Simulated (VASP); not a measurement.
Given:

```xyz
6
Lattice="4.2014 0.0000 0.0000 0.0000 4.2014 0.0000 0.0000 0.0000 2.6868" Properties=species:S:1:pos:R:3 pbc="T T T"
Si     0.0000     0.0000     0.0000
Si     2.1007     2.1007     1.3434
O      1.2858     1.2858     0.0000
O      3.3865     0.8149     1.3434
O      0.8149     3.3865     1.3434
O      2.9156     2.9156     0.0000
```

These are PBE GGA with D3 dispersion (Becke-Johnson damping), VASP's PBE PAW potentials (set 64) (plane waves; VASP) values and carry that method's errors. Numerical set-up: 520 eV cut-off, 5×5×7 Γ-centred mesh, Gaussian smearing of 0.050 eV, potentials Si O.

**Question.** Predict the energy per atom (σ→0), band gap (on the k-mesh) with the smallest direct gap where there is one.

**Answer.** 
The band gap (on the k-mesh) is 5.27 eV, the smallest direct gap (on the k-mesh) comes out as 5.27 eV and the energy per atom (σ→0) comes out as -7.953 eV/atom.

Only differences to runs with the same potentials and settings are physical.

The compound is SiO2 in the rutile structure, stishovite, a high-pressure form. It was relaxed first. The start is the result of an earlier pass.
